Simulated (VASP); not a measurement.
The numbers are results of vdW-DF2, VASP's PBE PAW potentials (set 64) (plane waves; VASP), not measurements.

A VASP calculation is set up with these files.

### POSCAR
```
AgCl
1
    0.0000000000     2.7750000000     2.7750000000
    2.7750000000     0.0000000000     2.7750000000
    2.7750000000     2.7750000000     0.0000000000
Ag Cl
1 1
Direct
  0.0000000000   0.0000000000   0.0000000000
  0.5000000000   0.5000000000   0.5000000000
```

### KPOINTS
```
Automatic mesh
0
gamma
  8 8 8
```

**INCAR**
```
LREAL  =  .False.   ! projection in real space or not
LASPH  =  .True.
ALGO  =  Normal   ! blocked Davidson
NSW  =  60   ! most ionic steps
SYSTEM  =  AgCl
LCHARG  =  .False.
ENCUT  =  520   ! plane-wave cut-off (eV)
ISIF  =  3
EDIFFG  =  -0.01   ! ionic stop
ISMEAR  =  0
IBRION  =  2
LUSE_VDW  =  .True.
GGA  =  ML
AGGAC  =  0.0
LWAVE  =  .False.
SIGMA  =  0.05   ! width (eV)
ZAB_VDW  =  -1.8867
PREC  =  Accurate
NELM  =  100   ! most electronic steps
EDIFF  =  1E-6   ! SCF stop (eV)
LMAXMIX  =  4   ! l cut-off of mixed one-centre charges
```

POTCAR, in this order: Ag Cl (PBE.64 set). Program: vasp_std.

Output of the run:

### OSZICAR
```
       N       E                     dE             d eps       ncg     rms          rms(c)
DAV:   1     0.110128959370E+03    0.11013E+03   -0.89882E+03   778   0.126E+03
DAV:   2     0.350767402774E+01   -0.10662E+03   -0.10046E+03   874   0.257E+02
DAV:   3    -0.946141922664E+00   -0.44538E+01   -0.44391E+01   869   0.566E+01
DAV:   4    -0.983472013487E+00   -0.37330E-01   -0.37324E-01   849   0.574E+00
DAV:   5    -0.984043773968E+00   -0.57176E-03   -0.57176E-03   869   0.726E-01    0.594E+00
DAV:   6    -0.703100862927E+00    0.28094E+00   -0.49056E-01   794   0.910E+00    0.385E+00
DAV:   7    -0.698331072392E+00    0.47698E-02   -0.14680E-01   774   0.331E+00    0.223E+00
DAV:   8    -0.697135041395E+00    0.11960E-02   -0.76137E-03   809   0.113E+00    0.313E-01
DAV:   9    -0.697099733182E+00    0.35308E-04   -0.83429E-04   829   0.473E-01    0.689E-02
DAV:  10    -0.697156459040E+00   -0.56726E-04   -0.12778E-04   804   0.127E-01    0.383E-02
DAV:  11    -0.697172449357E+00   -0.15990E-04   -0.43773E-05   779   0.815E-02    0.775E-03
DAV:  12    -0.697172192839E+00    0.25652E-06   -0.34554E-06   814   0.281E-02
   1 F= -.69717219E+00 E0= -.69717219E+00  d E =-.697172E+00
       N       E                     dE             d eps       ncg     rms          rms(c)
DAV:   1    -0.306387250776E+01   -0.23667E+01   -0.44505E+01   754   0.744E+01    0.116E+01
DAV:   2    -0.959359450329E+00    0.21045E+01   -0.52167E+00   754   0.277E+01    0.385E+00
DAV:   3    -0.797832180855E+00    0.16153E+00   -0.55076E-01   774   0.816E+00    0.303E+00
DAV:   4    -0.786200246139E+00    0.11632E-01   -0.18205E-02   799   0.149E+00    0.712E-01
DAV:   5    -0.784467187862E+00    0.17331E-02   -0.41320E-03   874   0.908E-01    0.119E-01
DAV:   6    -0.784515524683E+00   -0.48337E-04   -0.40057E-04   799   0.199E-01    0.539E-02
DAV:   7    -0.784531577858E+00   -0.16053E-04   -0.62403E-05   809   0.122E-01    0.930E-03
DAV:   8    -0.784529270255E+00    0.23076E-05   -0.30482E-06   789   0.336E-02    0.374E-03
DAV:   9    -0.784528824679E+00    0.44558E-06   -0.12501E-06   390   0.149E-02
   2 F= -.78452882E+00 E0= -.78452882E+00  d E =-.873566E-01
```

**OUTCAR**
```
------------------------ aborting loop because EDIFF is reached ----------------------------------------
  FORCE on cell =-STRESS in cart. coord.  units (eV):
  Direction    XX          YY          ZZ          XY          YZ          ZX
  --------------------------------------------------------------------------------------
  Total       -0.0011588     -0.0011588     -0.0011588     -0.0000000      0.0000000      0.0000000
  in kB       -0.0387362     -0.0387362     -0.0387362     -0.0000000      0.0000000      0.0000000
  external PRESSURE =      -0.0387362 kB  Pullay stress =       0.0000000 kB
  volume of cell :       47.93
      direct lattice vectors                 reciprocal lattice vectors
     0.000000000  2.883052942  2.883052942    -0.173427270  0.173427270  0.173427270
     2.883052942 -0.000000000  2.883052942     0.173427270 -0.173427270  0.173427270
     2.883052942  2.883052942  0.000000000     0.173427270  0.173427270 -0.173427270
  FREE ENERGIE OF THE ION-ELECTRON SYSTEM (eV)
  ---------------------------------------------------
  free  energy   TOTEN  =        -0.7845288247 eV

  energy  without entropy=       -0.7845288247  energy(sigma->0) =       -0.78452882

 reached required accuracy - stopping structural energy minimisation
```
(Selected blocks of OUTCAR.)

File CONTCAR:
```
AgCl
   1.00000000000000
     0.0000000000000000    2.8830529415431165    2.8830529415431165
     2.8830529415431165   -0.0000000000000000    2.8830529415431165
     2.8830529415431165    2.8830529415431165    0.0000000000000000
  Ag              Cl
     1     1
Direct
     1.0000000000000000    1.0000000000000000    1.0000000000000000
     0.5000000000000000    0.5000000000000000    0.5000000000000000
```

Energy and stress use the plane-wave basis of the starting cell.

The compound is AgCl in the rock salt structure. This run relaxes it. Symmetry was kept, so distortions that lower it aren't found.
